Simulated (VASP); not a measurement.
All values below come from PW91 GGA, VASP's PBE PAW potentials (set 64) (plane waves; VASP 6.6.1).

Input for VASP

**INCAR**
```
LWAVE = .False.
LASPH = .True.   ! aspherical one-centre terms
LREAL = .False.
ALGO = Normal   ! blocked Davidson
LCHARG = .True.
NELM = 100   ! most electronic steps
SYSTEM = LiCl
ISMEAR = -5
ENCUT = 520   ! plane-wave cut-off (eV)
LORBIT = 11   ! lm-projected
GGA = 91   ! PW91
ISIF = 2   ! forces and stress, cell fixed
EDIFF = 1E-7   ! SCF stop (eV)
NEDOS = 601
PREC = Accurate
```

**POSCAR**
```
LiCl
1
    0.0000000000     2.5700000000     2.5700000000
    2.5700000000     0.0000000000     2.5700000000
    2.5700000000     2.5700000000     0.0000000000
Li Cl
1 1
Direct
  0.0000000000   0.0000000000   0.0000000000
  0.5000000000   0.5000000000   0.5000000000
```

File KPOINTS:
```
kpoints
0
G
  10 10 10
```

POTCAR, in this order: Li_sv Cl (PBE.64 set). Program: vasp_std.

What VASP printed:

### OSZICAR
```
       N       E                     dE             d eps       ncg     rms          rms(c)
DAV:   1     0.396198320024E+02    0.39620E+02   -0.42180E+03   854   0.102E+03
DAV:   2    -0.583652523836E+01   -0.45456E+02   -0.44710E+02  1178   0.159E+02
DAV:   3    -0.747854568397E+01   -0.16420E+01   -0.16397E+01  1020   0.357E+01
DAV:   4    -0.751679022080E+01   -0.38245E-01   -0.38192E-01  1336   0.523E+00
DAV:   5    -0.751701088083E+01   -0.22066E-03   -0.22065E-03  1074   0.418E-01    0.227E+00
DAV:   6    -0.743851573233E+01    0.78495E-01   -0.18861E-01   918   0.249E+00    0.162E+00
DAV:   7    -0.743878210189E+01   -0.26637E-03   -0.57240E-02  1194   0.154E+00    0.907E-01
DAV:   8    -0.744270365648E+01   -0.39216E-02   -0.82241E-03   977   0.772E-01    0.147E-01
DAV:   9    -0.744267497006E+01    0.28686E-04   -0.29961E-04  1127   0.149E-01    0.431E-02
DAV:  10    -0.744272777578E+01   -0.52806E-04   -0.88289E-05   934   0.858E-02    0.179E-02
DAV:  11    -0.744273269058E+01   -0.49148E-05   -0.37001E-06  1293   0.193E-02    0.317E-03
DAV:  12    -0.744273414989E+01   -0.14593E-05   -0.36019E-07   973   0.589E-03    0.230E-03
DAV:  13    -0.744273366256E+01    0.48733E-06   -0.81304E-08   693   0.264E-03    0.352E-04
DAV:  14    -0.744273356225E+01    0.10030E-06   -0.96311E-09   454   0.107E-03    0.276E-04
DAV:  15    -0.744273359693E+01   -0.34678E-07   -0.17733E-09   432   0.404E-04
   1 F= -.74427336E+01 E0= -.74427336E+01  d E =0.000000E+00
```

OUTCAR:
```
------------------------ aborting loop because EDIFF is reached ----------------------------------------
  FORCE on cell =-STRESS in cart. coord.  units (eV):
  Direction    XX          YY          ZZ          XY          YZ          ZX
  --------------------------------------------------------------------------------------
  Total        0.0036421      0.0036421      0.0036421     -0.0000000      0.0000000      0.0000000
  in kB        0.1718811      0.1718811      0.1718811     -0.0000000      0.0000000      0.0000000
  external PRESSURE =       0.1718811 kB  Pullay stress =       0.0000000 kB
  volume of cell :       33.95
      direct lattice vectors                 reciprocal lattice vectors
     0.000000000  2.570000000  2.570000000    -0.194552529  0.194552529  0.194552529
     2.570000000  0.000000000  2.570000000     0.194552529 -0.194552529  0.194552529
     2.570000000  2.570000000  0.000000000     0.194552529  0.194552529 -0.194552529
  FREE ENERGIE OF THE ION-ELECTRON SYSTEM (eV)
  ---------------------------------------------------
  free  energy   TOTEN  =        -7.4427335969 eV

  energy  without entropy=       -7.4427335969  energy(sigma->0) =       -7.44273360

 total charge

# of ion       s       p       d       tot
------------------------------------------
    1        2.005   0.030   0.000   2.035
    2        1.591   3.589   0.000   5.180
--------------------------------------------------
tot          3.597   3.619   0.000   7.216
```
(Selected blocks of OUTCAR.)

The compound is LiCl in the rock salt structure. The cell was not relaxed at this level.
